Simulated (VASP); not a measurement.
Here is the system:

```yaml
crystal:
  lattice:
    - [-0.00096, 5.48879, 5.48428]
    - [5.48879, -0.00096, 5.48428]
    - [2.74391, 2.74391, 0.00000]
  atoms:
    - { symbol: Si, position: [0.00004, 0.00004, 0.99992] }
    - { symbol: Si, position: [0.12496, 0.12496, 0.25008] }
    - { symbol: Si, position: [0.00409, 0.49850, 0.99741] }
    - { symbol: Si, position: [0.12091, 0.62650, 0.25259] }
    - { symbol: Si, position: [0.49850, 0.00409, 0.99741] }
    - { symbol: Si, position: [0.62650, 0.12091, 0.25259] }
    - { symbol: Ge, position: [0.49699, 0.49699, 0.00602] }
    - { symbol: Ge, position: [0.62801, 0.62801, 0.24398] }
```

Level of theory: PBEsol GGA, VASP's PBE PAW potentials (set 64) (plane waves; VASP 6.6.1). Settings: 400 eV cut-off, 4×4×8 Γ-centred mesh, tetrahedra with Blöchl corrections, potentials Si Ge_d.

### Question
The job: Ge2Si6 (ordered alloy cell), 8 atoms, PBEsol, static run, 400 eV, 4×4×8 Γ-centred mesh. Roughly how much core time does it take on a busy server core?

### Answer
About 4 core-minutes (one run on a shared machine, a rough figure). It had 33 irreducible k-points, 31 bands, up to 3018 plane waves and 14 electronic steps.

The structure was generated: Ge2Si6 was put into an ordered model structure (Cmcm), which need not be its known phase. It was relaxed first.
